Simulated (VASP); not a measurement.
# MgCo2N2 (P1) in VASP: reference runs

How does MgCo2N2 come out in PBE? The cell is run as given and disturbed.

Everything below comes from runs of VASP 6.6.1. Logs are shortened: lines on timing, memory, paths and dates and some standing lists are left out, and cuts for length are marked.

## 1. The crystal as given

The typed cell holds 5 atoms: a = 3.520 Å, b = 3.758 Å, c = 3.947 Å, α = 76.21°, β = 85.75°, γ = 79.31°.

The cell comes from a database or a generator and needn't be the stable form of this composition.

## 2. Single point, PBE, collinear spin, ferromagnetic start

The input, INCAR:

```
SYSTEM = MgCo2N2
ALGO = Normal
EDIFF = 1E-7
ENCUT = 520
GGA = PE
ISIF = 2
ISMEAR = -1
ISPIN = 2
LASPH = .True.
LCHARG = .False.
LMAXMIX = 4
LORBIT = 11
LREAL = .False.
LWAVE = .False.
MAGMOM = 2 2 0 0 0
NBANDS = 27
NELM = 120
PREC = Accurate
SIGMA = 0.05
```

The input, KPOINTS:

```
k-points
0
Gamma
  8 7 7
  0 0 0
```

The input, POSCAR:

```
MgCo2N2
1.0
    3.5196315911      0.0000000000      0.0000000000
    0.6970056592      3.6927550788      0.0000000000
    0.2924862989      0.9023246950      3.8316419838
Co Mg N
2 1 2
Direct
    0.5609450000      0.3764960000      0.3447730000
    0.9820870000      0.7150240000      0.5656400000
    0.2656220000      0.0535800000      0.9484750000
    0.0233320000      0.5611950000      0.1011270000
    0.4646150000      0.8771300000      0.4717100000
```

Potentials or basis: VASP PAW PBE potentials, release 64 (Co, Mg, N).

On the command line:

```
cat potpaw_PBE.64/Co/POTCAR potpaw_PBE.64/Mg/POTCAR potpaw_PBE.64/N/POTCAR > POTCAR
mpirun -np 1 vasp_std > vasp.out
```

OUTCAR:

```text
SYSTEM = MgCo2N2
   EDIFF = 1E-7
   ENCUT = 520
   GGA = PE
   ISIF = 2
   ISMEAR = -1
   ISPIN = 2
   LASPH = .True.
   LORBIT = 11
   LREAL = .False.
   NELM = 120
   PREC = Accurate

 ion  position               nearest neighbor table
   1  0.561  0.376  0.345-   5 1.91   4 1.98   5 2.02   4 2.11   2 2.42   2 2.45   3 2.57   2 2.63
                             3 2.64   3 2.71   3 3.05
   2  0.982  0.715  0.566-   5 1.85   5 1.89   4 2.04   4 2.06   1 2.42   1 2.45   3 2.55   1 2.63
                             3 2.64   3 2.68   3 3.07
   3  0.266  0.054  0.948-   4 2.12   5 2.14   4 2.14   5 2.17   2 2.55   1 2.57   1 2.64   2 2.64
                             2 2.68   1 2.71   1 3.05   2 3.07
   4  0.023  0.561  0.101-   1 1.98   2 2.04   2 2.06   1 2.11   3 2.12   3 2.14
   5  0.465  0.877  0.472-   2 1.85   2 1.89   1 1.91   1 2.02   3 2.14   3 2.17

  LATTYP: Found a triclinic cell.
 ALAT       =     3.9473052051
 B/A-ratio  =     1.8979761636
 C/A-ratio  =     1.2051943696
 COS(alpha) =     0.0009876926
 COS(beta)  =     0.6414439896
 COS(gamma) =     0.6812545308

  Lattice vectors:

 A1 = (  -0.2924862989,  -0.9023246950,  -3.8316419838)
 A2 = (  -4.5091235492,  -4.5950797738,  -3.8316419838)
 A3 = (   0.4045193603,   2.7904303838,  -3.8316419838)

Analysis of symmetry for initial positions (statically):
=====================================================================
 Subroutine PRICEL returns:
 Original cell was already a primitive cell.

 Routine SETGRP: Setting up the symmetry group for a
 triclinic supercell.

 Subroutine GETGRP returns: Found  1 space group operations
 (whereof  1 operations were pure point group operations)
 out of a pool of  2 trial point group operations.

The static configuration has the point symmetry C_1 .

Analysis of symmetry for dynamics (positions and initial velocities):
=====================================================================
 Subroutine PRICEL returns:
 Original cell was already a primitive cell.

 Routine SETGRP: Setting up the symmetry group for a
 triclinic supercell.

 Subroutine GETGRP returns: Found  1 space group operations
 (whereof  1 operations were pure point group operations)
 out of a pool of  2 trial point group operations.

The dynamic configuration has the point symmetry C_1 .

Analysis of structural, dynamic, and magnetic symmetry:
=====================================================================
 Subroutine PRICEL returns:
 Original cell was already a primitive cell.

 Routine SETGRP: Setting up the symmetry group for a
 triclinic supercell.

 Subroutine GETGRP returns: Found  1 space group operations
 (whereof  1 operations were pure point group operations)
 out of a pool of  2 trial point group operations.

The overall configuration has the point symmetry C_1 .

 Subroutine INISYM returns: Found  1 space group operations
 (whereof  1 operations are pure point group operations),
 and found     1 'primitive' translations

----------------------------------------------------------------------------------------

                                     Primitive cell

  volume of cell :      49.8004

  direct lattice vectors                    reciprocal lattice vectors
     3.519631591  0.000000000  0.000000000     0.284120646 -0.053627629 -0.009059266
     0.697005659  3.692755079  0.000000000     0.000000000  0.270800521 -0.063771615
     0.292486299  0.902324695  3.831641984     0.000000000  0.000000000  0.260984717

  length of vectors
     3.519631591  3.757959148  3.947305205     0.289279336  0.278208090  0.260984717

  position of ions in fractional coordinates (direct lattice)
     0.560945000  0.376496000  0.344773000
     0.982087000  0.715024000  0.565640000
     0.265622000  0.053580000  0.948475000
     0.023332000  0.561195000  0.101127000
     0.464615000  0.877130000  0.471710000

  ion indices of the primitive-cell ions
   primitive index   ion index
                 1           1
                 2           2
                 3           3
                 4           4
                 5           5

[... 30 lines left out ...]
  0.250000  0.000000  0.000000      2.000000
  0.375000  0.000000  0.000000      2.000000
  0.500000  0.000000  0.000000      1.000000
  0.000000  0.142857  0.000000      2.000000
[... 16 lines left out ...]
  0.125000  0.428571  0.000000      2.000000
  0.250000  0.428571  0.000000      2.000000
 [... further k-points ...]
   k-points           NKPTS =    197   k-points in BZ     NKDIM =    197   number of bands    NBANDS=     27
   number of dos      NEDOS =    301   number of ions     NIONS =      5
   total plane-waves  NPLWV =  23520
   dimension x,y,z NGX =    28 NGY =   28 NGZ =   30
   dimension x,y,z NGXF=    56 NGYF=   56 NGZF=   60
   ions per type =               2   1   2
   NGX,Y,Z   is equivalent  to a cutoff of  13.23, 12.39, 12.63 a.u.
   NGXF,Y,Z  is equivalent  to a cutoff of  26.45, 24.77, 25.27 a.u.
 SYSTEM =  MgCo2N2
   PREC   = accura    normal or accurate (medium, high low for compatibility)
   ISTART =      0    job   : 0-new  1-cont  2-samecut
   ICHARG =      2    charge: 1-file 2-atom 10-const
   ISPIN  =      2    spin polarized calculation?
   LNONCOLLINEAR =      F non collinear calculations
   LSORBIT =      F    spin-orbit coupling
   LASPH  =      T    aspherical Exc in radial PAW
   ENCUT  =  520.0 eV  38.22 Ry    6.18 a.u.   6.54  6.99  7.34*2*pi/ulx,y,z
   NELM   =    120;   NELMIN=  2; NELMDL= -5     # of ELM steps
   EDIFF  = 0.1E-06   stopping-criterion for ELM
   LREAL  =      F    real-space projection
   EDIFFG = 0.1E-05   stopping-criterion for IOM
   NSW    =      0    number of steps for IOM
   IBRION =     -1    ionic relax: 0-MD 1-quasi-New 2-CG
   NFREE  =      0    steps in history (QN), initial steepest desc. (CG)
   ISIF   =      2    stress and relaxation
   ISYM   =      2    0-nonsym 1-usesym 2-fastsym
   POTIM  = 0.5000    time-step for ionic-motion
   TEBEG  =    0.0;   TEEND  =   0.0 temperature during run
   PSTRESS=    0.0 pullay stress
   NELECT =      30.0000    total number of electrons
   NUPDOWN=      -1.0000    fix difference up-down
   EMIN   =  10.00;   EMAX   =-10.00  energy-range for DOS
   EFERMI =   0.00;   METHOD = LEGACY
   ISMEAR =    -1;   SIGMA  =   0.05  broadening in eV -4-tet -1-fermi 0-gaus
   EFERMI_NEDOS =   21; number of points for ismear=-14 and -15
   IALGO  =     38    algorithm
   IMIX   =      4    mixing-type and parameters
     AMIX     =   0.40;   BMIX     =  1.00
     AMIX_MAG =   1.60;   BMIX_MAG =  1.00
  volume/ion in A,a.u.               =       9.96        67.21
  Fermi-wavevector in a.u.,A,eV,Ry     =   1.382625  2.612782 26.009599  1.911652
  Thomas-Fermi vector in A             =   2.507299
   LORBIT       =     11    0 simple, 1 ext, 2 COOP (PROOUT), +10 PAW based schemes
   GGA     = PE    functional components
   LHFCALC =     F    Hartree Fock is set to
   AEXX    =    0.0000 exact exchange contribution
   IVDW    =     0    specifies the selected vdW correction
   LEPSILON=     F    determine dielectric tensor
   LRPA    =     F    only Hartree local field effects (RPA)
 spin polarized calculation
  energy-cutoff  :      520.00
  volume of cell :       49.80
 maximum number of plane-waves:      1359
 NGX is ok and might be reduce to    28
   NGX = 13   NGY = 13   NGZ = 15

 number of electron      30.0000011 magnetization       0.0000384

 Free energy of the ion-electron system (eV)
  ---------------------------------------------------
  ext. energy  EPLUGINS =         0.00000000
  ---------------------------------------------------
  free energy    TOTEN  =       -32.07025360 eV

  energy without entropy =      -32.03933404  energy(sigma->0) =      -32.05479382

 E-fermi :   7.7005     XC(G=0): -12.0388

 val. band max:        7.6965826754   @ k =   0.2500  -0.4286   0.2857
 cond. band min:       7.7038104057   @ k =   0.2500   0.1429  -0.0000
 fundamental gap:      0.0072277303
 Fermi energy:         7.7004697675

 spin component 1

 k-point     1 :       0.0000    0.0000    0.0000
  band No.  band energies     occupation
      1      -9.0253      1.00000
      2      -6.5549      1.00000
      3       1.8907      1.00000
      4       2.0322      1.00000
      5       2.1328      1.00000
      6       3.1192      1.00000
[... 709 lines left out ...]
     26      21.6068      0.00000
     27      22.3723      0.00000

 [... further k-points ...]

 spin component 2

 k-point     1 :       0.0000    0.0000    0.0000
  band No.  band energies     occupation
      1      -9.0253      1.00000
      2      -6.5549      1.00000
      3       1.8907      1.00000
      4       2.0322      1.00000
      5       2.1328      1.00000
      6       3.1192      1.00000
[... 709 lines left out ...]
     26      21.6069      0.00000
     27      22.3723      0.00000

 [... further k-points ...]

------------------------ aborting loop because EDIFF is reached ----------------------------------------

  FORCE on cell =-STRESS in cart. coord.  units (eV):
  Direction    XX          YY          ZZ          XY          YZ          ZX
  --------------------------------------------------------------------------------------
  -------------------------------------------------------------------------------------
  Total       -0.3360234     -0.2320888     -0.3641600     -0.0264403     -0.0922017      0.0169637
  in kB      -10.8105417     -7.4667589    -11.7157537     -0.8506371     -2.9663114      0.5457546
  external PRESSURE =      -9.9976848 kB  Pullay stress =       0.0000000 kB

 VOLUME and BASIS-vectors are now :
 -----------------------------------------------------------------------------
  energy-cutoff  :      520.00
  volume of cell :       49.80
      direct lattice vectors                 reciprocal lattice vectors
     3.519631591  0.000000000  0.000000000     0.284120646 -0.053627629 -0.009059266
     0.697005659  3.692755079  0.000000000     0.000000000  0.270800521 -0.063771615
     0.292486299  0.902324695  3.831641984     0.000000000  0.000000000  0.260984717

 POSITION                                       TOTAL-FORCE (eV/Angst)
 -----------------------------------------------------------------------------------
      2.33758      1.70140      1.32105         0.020139      0.101517     -0.012047
      4.12040      3.15080      2.16733        -0.009216     -0.038951     -0.045811
      1.24965      1.05369      3.63422         0.000966     -0.015776      0.023317
      0.50285      2.16361      0.38748        -0.027906     -0.032011      0.034442
      2.38461      3.66466      1.80742         0.016017     -0.014779      0.000099
 -----------------------------------------------------------------------------------
    total drift:                                0.000267     -0.000449      0.000579

  FREE ENERGIE OF THE ION-ELECTRON SYSTEM (eV)
  ---------------------------------------------------
  free  energy   TOTEN  =       -32.0702536007 eV

  energy  without entropy=      -32.0393340398  energy(sigma->0) =      -32.05479382

 total charge

# of ion       s       p       d       tot
------------------------------------------
    1        0.432   0.570   7.393   8.395
    2        0.455   0.627   7.427   8.510
    3        0.167   0.189   0.071   0.427
    4        1.254   2.364   0.000   3.618
    5        1.250   2.448   0.000   3.697
--------------------------------------------------
tot          3.558   6.197  14.891  24.647

 magnetization (x)

# of ion       s       p       d       tot
------------------------------------------
    1        0.000   0.000  -0.000  -0.000
    2        0.000   0.000   0.000   0.000
    3       -0.000   0.000  -0.000  -0.000
    4       -0.000  -0.000   0.000  -0.000
    5       -0.000  -0.000   0.000  -0.000
--------------------------------------------------
tot          0.000  -0.000   0.000   0.000
```

It took 11 min on 1 thread of Intel Xeon Platinum 8488C (Sapphire Rapids), shared host; peak memory 0.48 GiB.

Results:

```
Free energy                                           : -32.0703 eV
Pressure                                              : -1.0 GPa
Largest force                                         : 0.104 eV/Å
Band gap on the k mesh                                : none (metal or under the smearing width)
Net moment                                            : 0.00 μB per cell
Valence electrons inside the program's atomic spheres : Co 8.39, 8.51; Mg 0.43; N 3.62, 3.70
```

Forces on the atoms (eV/Å):
```
Co   0.020  0.102 -0.012
Co  -0.009 -0.039 -0.046
Mg   0.001 -0.016  0.023
N   -0.028 -0.032  0.034
N    0.016 -0.015  0.000
```

Caveat: the starting moments collapsed, and a magnetic state may lie lower.

## 3. Single point, PBE, collinear spin, ferromagnetic start (atoms moved at random, drawn with an rms of 0.05 Å)

The input, INCAR:

```
SYSTEM = MgCo2N2
  PREC = Accurate
  ENCUT = 520
  EDIFF = 1E-7
  ISMEAR = -1
  SIGMA = 0.05
  LREAL = .FALSE.
  LASPH = .TRUE.
  NELM = 150
  ALGO = Normal
  ISIF = 2
  LWAVE = .FALSE.
  LCHARG = .FALSE.
  ISPIN = 2
  MAGMOM = 2 2 0 0 0
  LORBIT = 11
  LMAXMIX = 4
  GGA = PE
  NBANDS = 27
```

The input, KPOINTS:

```
Automatic mesh
0
G
  8 7 7
  0 0 0
```

The input, POSCAR:

```
MgCo2N2
1.0
    3.5196315911      0.0000000000      0.0000000000
    0.6970056592      3.6927550788      0.0000000000
    0.2924862989      0.9023246950      3.8316419838
Co Mg N
2 1 2
Direct
    0.5597380000      0.3872900000      0.3461530000
    0.9815280000      0.7065200000      0.5685460000
    0.2726400000      0.0407690000      0.9645480000
    0.0247810000      0.5574250000      0.1090630000
    0.4749960000      0.8744070000      0.4623220000
```

Potentials or basis: VASP PAW PBE potentials, release 64 (Co, Mg, N).

On the command line:

```
cat potpaw_PBE.64/Co/POTCAR potpaw_PBE.64/Mg/POTCAR potpaw_PBE.64/N/POTCAR > POTCAR
mpirun -np 1 vasp_std > vasp.out
```

It took 15 min on 1 thread of Intel Xeon Platinum 8488C (Sapphire Rapids), shared host; peak memory 0.48 GiB.

The run converged. Its results:

| Quantity | Value |
| --- | --- |
| Free energy | -32.0083 eV |
| Pressure | 0.7 GPa |
| Largest force | 0.915 eV/Å |
| Band gap on the k mesh | none (metal or under the smearing width) |
| Net moment | 0.09 μB per cell |
| Site moments | Co +0.05, +0.03; Mg -0.00; N +0.00 μB |
| Valence electrons inside the program's atomic spheres | Co 8.44, 8.51; Mg 0.43; N 3.63, 3.70 |

Forces in eV/Å, atoms in the order of the input:
```
Co  -0.131 -0.539 -0.044
Co   0.610  0.252  0.343
Mg  -0.118  0.226 -0.879
N    0.046 -0.146 -0.092
N   -0.407  0.207  0.672
```

Stress tensor (GPa, compression positive):
```
 1.78 -1.32  1.92
-1.32  0.74 -0.73
 1.92 -0.73 -0.28
```

Levels at points of the mesh, in eV from the Fermi level:
Spin up:
```tsv
k point	band 13	band 14	band 15	band 16	band 17	band 18
(0.00, 0.00, 0.00)	-0.67	-0.51	0.00	0.56	0.94	1.80
(0.50, 0.00, 0.00)	-1.13	-0.81	-0.47	-0.01	0.59	1.31
```
Spin down:
```csv
k point,band 11,band 12,band 13,band 14,band 15,band 16,band 17,band 18,band 19,band 20
"(0.00, 0.00, 0.00)",-1.23,-1.06,-0.64,-0.48,0.05,0.59,0.96,1.83,2.15,5.65
"(0.50, 0.00, 0.00)",-1.68,-1.42,-1.11,-0.78,-0.44,0.04,0.62,1.34,4.60,4.94
```

Caveat: the starting moments collapsed, and a magnetic state may lie lower.
